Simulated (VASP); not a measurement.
All values below come from vdW-DF2, VASP's PBE PAW potentials (set 64) (plane waves; VASP).

VASP ran on this input.

KPOINTS:
```
Regular mesh
0
G
  11 11 11
```

INCAR:
```
SYSTEM  =  NiAl
PREC  =  Accurate; ENCUT  =  520; LREAL  =  .FALSE.
LASPH  =  .TRUE.
EDIFF  =  1E-6; NELM  =  100; ALGO  =  Normal
LMAXMIX  =  4
ISMEAR  =  1; SIGMA  =  0.1
GGA  =  ML; LUSE_VDW  =  .TRUE.; AGGAC  =  0.0
ZAB_VDW  =  -1.8867
IBRION  =  2; NSW  =  60; ISIF  =  3
EDIFFG  =  -0.01
LWAVE  =  .FALSE.; LCHARG  =  .FALSE.
```

File POSCAR:
```
NiAl
1
    2.9364976253    -0.0000000000    -0.0000000000
   -0.0000000000     2.9364976253    -0.0000000000
    0.0000000000     0.0000000000     2.9364976253
Al Ni
1 1
Direct
  0.5000000000   0.5000000000   0.5000000000
  0.0000000000   0.0000000000   0.0000000000
```

POTCAR, in this order: Al Ni (PBE.64 set). Program: vasp_std.

The run wrote:

**OUTCAR**
```
 ion  position               nearest neighbor table
   1  0.500  0.500  0.500-   2 2.54   2 2.54   2 2.54   2 2.54   2 2.54   2 2.54   2 2.54   2 2.54
  LATTYP: Found a simple cubic cell.
 ALAT       =     2.9364976253
 Subroutine PRICEL returns:
 Original cell was already a primitive cell.
 Subroutine GETGRP returns: Found 48 space group operations
The static configuration has the point symmetry O_h .
The dynamic configuration has the point symmetry O_h .
 Subroutine INISYM returns: Found 48 space group operations
 Subroutine IBZKPT returns following result:
 Found     56 irreducible k-points:

 Following reciprocal coordinates:
            Coordinates               Weight
  0.000000  0.000000  0.000000      1.000000
  0.090909  0.000000  0.000000      6.000000
  0.181818  0.000000  0.000000      6.000000
  0.272727  0.000000  0.000000      6.000000
  0.363636  0.000000  0.000000      6.000000
  0.454545  0.000000  0.000000      6.000000
  0.090909  0.090909  0.000000     12.000000
  0.181818  0.090909  0.000000     24.000000
  0.272727  0.090909  0.000000     24.000000
  0.363636  0.090909  0.000000     24.000000
  0.454545  0.090909  0.000000     24.000000
  0.181818  0.181818  0.000000     12.000000
  0.272727  0.181818  0.000000     24.000000
  0.363636  0.181818  0.000000     24.000000
  0.454545  0.181818  0.000000     24.000000
  0.272727  0.272727  0.000000     12.000000
  0.363636  0.272727  0.000000     24.000000
  0.454545  0.272727  0.000000     24.000000
  0.363636  0.363636  0.000000     12.000000
  0.454545  0.363636  0.000000     24.000000
  0.454545  0.454545  0.000000     12.000000
  0.090909  0.090909  0.090909      8.000000
  0.181818  0.090909  0.090909     24.000000
  0.272727  0.090909  0.090909     24.000000
  0.363636  0.090909  0.090909     24.000000
...
```

File OSZICAR:
```
       N       E                     dE             d eps       ncg     rms          rms(c)
DAV:   1     0.467981761181E+02    0.46798E+02   -0.57557E+03  1120   0.135E+03
DAV:   2    -0.478493512998E+01   -0.51583E+02   -0.49010E+02  1128   0.207E+02
DAV:   3    -0.608821492524E+01   -0.13033E+01   -0.12894E+01  1328   0.430E+01
DAV:   4    -0.611139838965E+01   -0.23183E-01   -0.23174E-01  1328   0.507E+00
DAV:   5    -0.611204539431E+01   -0.64700E-03   -0.64698E-03  1296   0.876E-01    0.989E+00
DAV:   6    -0.758702719161E+01   -0.14750E+01   -0.42695E+01  1248   0.111E+02    0.132E+01
DAV:   7    -0.512517964369E+01    0.24618E+01   -0.13196E+01  1244   0.683E+01    0.917E-01
DAV:   8    -0.511925113667E+01    0.59285E-02   -0.30240E-01  1364   0.636E+00    0.896E-01
DAV:   9    -0.510852491399E+01    0.10726E-01   -0.42954E-02  1318   0.352E+00    0.119E-01
DAV:  10    -0.510845640049E+01    0.68514E-04   -0.90115E-04  1252   0.384E-01    0.509E-02
DAV:  11    -0.510844929388E+01    0.71066E-05   -0.62738E-05  1488   0.760E-02    0.145E-02
DAV:  12    -0.510844647319E+01    0.28207E-05   -0.24494E-06  1214   0.151E-02    0.596E-03
DAV:  13    -0.510844555215E+01    0.92105E-06   -0.46514E-06   674   0.284E-02
   1 F= -.51084456E+01 E0= -.51083156E+01  d E =-.510845E+01
```

OUTCAR:
```
------------------------ aborting loop because EDIFF is reached ----------------------------------------
  FORCE on cell =-STRESS in cart. coord.  units (eV):
  Direction    XX          YY          ZZ          XY          YZ          ZX
  --------------------------------------------------------------------------------------
  Total       -0.0163642     -0.0163642     -0.0163642      0.0000000      0.0000000     -0.0000000
  in kB       -1.0354170     -1.0354170     -1.0354170      0.0000000      0.0000000     -0.0000000
  external PRESSURE =      -1.0354170 kB  Pullay stress =       0.0000000 kB
  volume of cell :       25.32
      direct lattice vectors                 reciprocal lattice vectors
     2.936497625  0.000000000  0.000000000     0.340541736  0.000000000  0.000000000
     0.000000000  2.936497625  0.000000000     0.000000000  0.340541736  0.000000000
     0.000000000  0.000000000  2.936497625     0.000000000  0.000000000  0.340541736
 POSITION                                       TOTAL-FORCE (eV/Angst)
 -----------------------------------------------------------------------------------
      1.46825      1.46825      1.46825         0.000000      0.000000      0.000000
      0.00000      0.00000      0.00000         0.000000      0.000000      0.000000
 -----------------------------------------------------------------------------------
    total drift:                                0.000000      0.000000      0.000000
  FREE ENERGIE OF THE ION-ELECTRON SYSTEM (eV)
  ---------------------------------------------------
  free  energy   TOTEN  =        -5.1084455521 eV

  energy  without entropy=       -5.1080556167  energy(sigma->0) =       -5.10831557

 reached required accuracy - stopping structural energy minimisation
```
(Selected blocks of OUTCAR.)

The compound is NiAl in the CsCl type structure. It was relaxed first. The start is the result of an earlier pass. The run is not spin-polarised, so no magnetic state was tried. The electron count is odd and the run is not spin-polarised, which forces a metal.
